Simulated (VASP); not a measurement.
Output of a VASP run:

**OSZICAR**
```
       N       E                     dE             d eps       ncg     rms          rms(c)
DAV:   1     0.397438152589E+02    0.39744E+02   -0.88200E+03    38   0.855E+02
DAV:   2    -0.157349924820E+02   -0.55479E+02   -0.54975E+02    37   0.201E+02
DAV:   3    -0.171218788239E+02   -0.13869E+01   -0.13836E+01    44   0.228E+01
DAV:   4    -0.171283806456E+02   -0.65018E-02   -0.65016E-02    30   0.189E+00
DAV:   5    -0.171284943201E+02   -0.11367E-03   -0.11367E-03    44   0.203E-01    0.226E+01
DAV:   6    -0.160453057355E+02    0.10832E+01   -0.24595E+00    30   0.899E+00    0.143E+01
DAV:   7    -0.162183564645E+02   -0.17305E+00   -0.32324E+00    30   0.104E+01    0.454E+00
DAV:   8    -0.158816569349E+02    0.33670E+00   -0.13379E+00    30   0.570E+00    0.227E+00
DAV:   9    -0.159209522489E+02   -0.39295E-01   -0.26982E-01    44   0.235E+00    0.202E+00
DAV:  10    -0.158653340848E+02    0.55618E-01   -0.85842E-02    30   0.143E+00    0.248E-01
DAV:  11    -0.158659305608E+02   -0.59648E-03   -0.21924E-03    44   0.321E-01    0.109E-01
DAV:  12    -0.158660177113E+02   -0.87151E-04   -0.48076E-05    30   0.522E-02    0.509E-02
DAV:  13    -0.158660454825E+02   -0.27771E-04   -0.37822E-05    30   0.418E-02    0.349E-02
DAV:  14    -0.158660389998E+02    0.64827E-05   -0.11016E-05    44   0.160E-02    0.755E-03
DAV:  15    -0.158660390117E+02   -0.11899E-07   -0.55413E-07    22   0.530E-03
   1 F= -.15866039E+02 E0= -.15771395E+02  d E =-.189288E+00
```

OUTCAR:
```
------------------------ aborting loop because EDIFF is reached ----------------------------------------
  FORCE on cell =-STRESS in cart. coord.  units (eV):
  Direction    XX          YY          ZZ          XY          YZ          ZX
  --------------------------------------------------------------------------------------
  Total        6.7518967      5.1207602      9.1139908      0.5709200      0.3641050      0.0978462
  in kB      267.4771231    202.8594743    361.0517414     22.6170600     14.4240594      3.8761874
  external PRESSURE =     277.1294463 kB  Pullay stress =       0.0000000 kB
  volume of cell :       40.44
      direct lattice vectors                 reciprocal lattice vectors
    -1.605000000  1.605000000  3.925000000     0.000000000  0.311526480  0.127388535
     1.605000000 -1.605000000  3.925000000     0.311526480  0.000000000  0.127388535
     1.605000000  1.605000000 -3.925000000     0.311526480  0.311526480  0.000000000
 POSITION                                       TOTAL-FORCE (eV/Angst)
 -----------------------------------------------------------------------------------
      0.03666     -0.01857      5.18701         1.000269      0.276011     -1.749617
      0.05327      0.03761      2.60511         0.682806     -0.052548      1.370038
      3.12008     -0.01904      0.05789        -1.683074     -0.223463      0.379578
 -----------------------------------------------------------------------------------
    total drift:                               -0.000220     -0.000047      0.000086
  FREE ENERGIE OF THE ION-ELECTRON SYSTEM (eV)
  ---------------------------------------------------
  free  energy   TOTEN  =       -15.8660390117 eV

  energy  without entropy=      -15.6767507641  energy(sigma->0) =      -15.77139489
```
(Selected blocks of OUTCAR.)

File POSCAR:
```
MoSi2
1
   -1.6050000000     1.6050000000     3.9250000000
    1.6050000000    -1.6050000000     3.9250000000
    1.6050000000     1.6050000000    -3.9250000000
Si Mo
2 1
Direct
  0.6549790000   0.6721850000   0.0056340000
  0.3435790000   0.3484550000   0.0283120000
  0.0014420000  -0.0206400000  -0.0339460000
```

Task: Write an INCAR and KPOINTS that could have produced this output.

Result: One answer among several that fit: the input of the run itself, PBE GGA, plane waves, VASP's PBE PAW potentials (set 64).

INCAR:
```
SYSTEM  =  MoSi2
PREC  =  Accurate; ENCUT  =  300; LREAL  =  .FALSE.
LASPH  =  .TRUE.
EDIFF  =  1E-6; NELM  =  100; ALGO  =  Normal
LMAXMIX  =  4
ISMEAR  =  -1; SIGMA  =  0.1
GGA  =  PE
ISIF  =  2
LWAVE  =  .FALSE.; LCHARG  =  .FALSE.
```

**KPOINTS**
```
Automatic
0
Gamma
  1 1 1
0 0 0
```

POTCAR, in this order: Si Mo_sv (PBE.64 set). Program: vasp_std.

At this cut-off the stress carries a Pulay error, which pulls relaxed volumes low.

The structure is a typed MoSi2 crystal. The cell was not relaxed at this level, atoms are displaced from their ideal sites. The k-mesh is coarse (spacing up to 2.77 per Å, 2π included), so the numbers may not be converged in it. The run is one of a series of settings (KPOINTS 1×1×1 Γ-centred mesh against the base run), some of them coarse on purpose.
